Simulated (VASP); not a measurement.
InP:

```xyz
2
Lattice="0.0000 2.9305 2.9305 2.9305 0.0000 2.9305 2.9305 2.9305 0.0000" Properties=species:S:1:pos:R:3 pbc="T T T"
In    0.0000    0.0000    0.0000
P     1.4652    1.4652    1.4652
```

* Program: VASP 6.6.1
* Task: relaxation of cell and atoms
* Functional: PBE
* Potentials or basis: VASP PAW PBE potentials, release 64 (In_d, P)
* Cutoff: 520 eV
* k mesh: 2 × 2 × 2
* Occupations: gaussian, width 0.02 eV
* Spin: no spin polarisation

At the start: pressure 7.3 GPa; volume 25.17 Å³/atom.

Q: Where does the relaxation end?

A: Over 4 steps the energy falls by 84.3 meV/atom and the volume is 30.33 Å³/atom (+20.5 %); space group F-43m (No. 216, to 0.05 Å).

Step by step:
| step | energy change (eV) | largest force (eV/Å) | pressure (GPa) | volume (Å³) |
| --- | --- | --- | --- | --- |
| 1 | 0.0000 | 0.0000 | 7.34 | 50.33 |
| 2 | -0.1639 | 0.0000 | 1.05 | 59.20 |
| 3 | -0.1681 | 0.0000 | -0.31 | 61.12 |
| 4 | -0.1685 | 0.0000 | -0.01 | 60.67 |

Final structure:
```
In P
1.0
     0.00000    3.11869    3.11869
     3.11869    0.00000    3.11869
     3.11869    3.11869    0.00000
In P
1 1
Direct
  0.00000 0.00000 0.00000
  0.25000 0.25000 0.25000
```

Caveat: the k mesh is coarse (spacing up to 0.93 Å⁻¹), so the values aren't converged; the volume moved by over 15 % at a fixed basis, so the end points are rough; the volume moved by +21 % from the deposited cell, more than functionals usually miss.
